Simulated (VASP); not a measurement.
Wanted: the native input for a VASP 6.6.1 run.

```yaml
Task: single point
Functional: PBE
Potentials_or_basis: VASP PAW PBE potentials, release 64 (Ga_d, F)
Cutoff: 520 eV
k_mesh: 12 × 12 × 12
Occupations: gaussian, width 0.1 eV
Spin: no spin polarisation
Dipole_correction: no
Further_INCAR_settings: ALGO = Fast; EDIFF = 1e-07; NBANDS = 31
```

The structure of Ga3F lies in POSCAR:

```
Ga3F
1.0
    0.0000000000      3.2082587965      3.2082587965
    3.2082587965      0.0000000000      3.2082587965
    3.2082587965      3.2082587965      0.0000000000
Ga F
3 1
Direct
    0.2500000000      0.2500000000      0.2500000000
    0.7500000000      0.7500000000      0.7500000000
    0.0000000000      0.0000000000      0.0000000000
    0.5000000000      0.5000000000      0.5000000000
```

The cell was built by a generator and needn't be a form met in nature.

The cell isn't the ideal one: random cell by space group and Wyckoff sites (Fm-3m, No. 225).

The input as run:

INCAR

```
  PREC = Accurate
  ENCUT = 520
  EDIFF = 1E-7
  ISMEAR = 0
  SIGMA = 0.1
  LREAL = False
  LASPH = True
  NELM = 100
  ALGO = Fast
  ISIF = 2
  LWAVE = False
  LCHARG = False
  GGA = PE
  NBANDS = 31
```

KPOINTS

```
Automatic mesh
0
Gamma
  12 12 12
```

Potentials or basis: VASP PAW PBE potentials, release 64 (Ga_d, F).

Command:

```sh
$ cat potpaw_PBE.64/Ga_d/POTCAR potpaw_PBE.64/F/POTCAR > POTCAR
$ mpirun -np 1 vasp_std > vasp.out
```

Results of the run:

```yaml
Pressure: 0.0 GPa
Band_gap_on_the_k_mesh: none (metal or under the smearing width)
```

Run time: 77 s on 1 thread of Intel(R) Xeon(R) 6975P-C (Granite Rapids), on a shared host, peak memory 0.28 GiB.
